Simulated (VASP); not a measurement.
Computed with PBE GGA, VASP's PBE PAW potentials (set 64) (plane waves; VASP 6.6.1).

Input for VASP

POSCAR:
```
WC
1
    1.4841000000    -2.5705370000     0.0000000000
    1.4841000000     2.5705370000     0.0000000000
    0.0000000000     0.0000000000     2.8968000000
W C
1 1
Direct
  0.0000000000   0.0000000000   0.0000000000
  0.3333330000   0.6666670000   0.5000000000
```

**KPOINTS**
```
Regular mesh
0
Gamma
  13 13 11
```

INCAR:
```
# general
SYSTEM   =  WC
PREC     =  Accurate
ENCUT    =  300
LREAL    =  .FALSE.
LASPH    =  .TRUE.

# electronic loop
EDIFF    =  1E-6
NELM     =  100
ALGO     =  Normal
LMAXMIX  =  6

# smearing
ISMEAR   =  1
SIGMA    =  0.1

# functional
GGA      =  PE

# ions
ISIF     =  2

# output
LWAVE    =  .FALSE.
LCHARG   =  .FALSE.
```

POTCAR, in this order: W_sv C (PBE.64 set). Program: vasp_std.

Output of the run:

File OSZICAR:
```
       N       E                     dE             d eps       ncg     rms          rms(c)
DAV:   1     0.767779106209E+02    0.76778E+02   -0.71247E+03  3305   0.107E+03
DAV:   2    -0.226901697541E+02   -0.99468E+02   -0.96812E+02  3851   0.294E+02
DAV:   3    -0.253298513776E+02   -0.26397E+01   -0.26228E+01  3896   0.481E+01
DAV:   4    -0.253511162872E+02   -0.21265E-01   -0.21252E-01  3706   0.453E+00
DAV:   5    -0.253512992363E+02   -0.18295E-03   -0.18295E-03  3817   0.410E-01    0.286E+01
DAV:   6    -0.225249737709E+02    0.28263E+01   -0.92842E+00  3711   0.306E+01    0.707E+00
DAV:   7    -0.224397892104E+02    0.85185E-01   -0.42067E-01  3431   0.554E+00    0.517E+00
DAV:   8    -0.224112344333E+02    0.28555E-01   -0.80462E-02  3601   0.264E+00    0.685E-01
DAV:   9    -0.224104490421E+02    0.78539E-03   -0.30984E-03  3571   0.482E-01    0.155E-01
DAV:  10    -0.224103606603E+02    0.88382E-04   -0.29179E-04  3751   0.223E-01    0.570E-02
DAV:  11    -0.224103597572E+02    0.90314E-06   -0.12827E-05  3551   0.345E-02    0.941E-03
DAV:  12    -0.224103586357E+02    0.11215E-05   -0.41094E-06  3426   0.200E-02    0.187E-03
DAV:  13    -0.224103586731E+02   -0.37439E-07   -0.68136E-08  1688   0.258E-03
   1 F= -.22410359E+02 E0= -.22410228E+02  d E =-.391983E-03
```

**OUTCAR**
```
------------------------ aborting loop because EDIFF is reached ----------------------------------------
  FORCE on cell =-STRESS in cart. coord.  units (eV):
  Direction    XX          YY          ZZ          XY          YZ          ZX
  --------------------------------------------------------------------------------------
  Total       -3.1467722     -3.1467732     -3.6719207      0.0000000      0.0000000      0.0000000
  in kB     -228.1079164   -228.1079867   -266.1756625      0.0000000      0.0000000      0.0000000
  external PRESSURE =    -240.7971885 kB  Pullay stress =       0.0000000 kB
  volume of cell :       22.10
      direct lattice vectors                 reciprocal lattice vectors
     1.484100000 -2.570537000  0.000000000     0.336904521 -0.194511886  0.000000000
     1.484100000  2.570537000  0.000000000     0.336904521  0.194511886  0.000000000
     0.000000000  0.000000000  2.896800000     0.000000000  0.000000000  0.345208506
 POSITION                                       TOTAL-FORCE (eV/Angst)
 -----------------------------------------------------------------------------------
      0.00000      0.00000      0.00000        -0.000000     -0.000000      0.000000
      1.48410      0.85685      1.44840         0.000000      0.000000      0.000000
 -----------------------------------------------------------------------------------
    total drift:                                0.000000     -0.000390      0.000000
  FREE ENERGIE OF THE ION-ELECTRON SYSTEM (eV)
  ---------------------------------------------------
  free  energy   TOTEN  =       -22.4103586731 eV

  energy  without entropy=      -22.4099666901  energy(sigma->0) =      -22.41022801
```
(Selected blocks of OUTCAR.)

At this cut-off the stress carries a Pulay error, which pulls relaxed volumes low.

The compound is WC in the wc structure. The cell was not relaxed at this level. The run is one of a series of settings (ENCUT = 300 against the base run), some of them coarse on purpose.
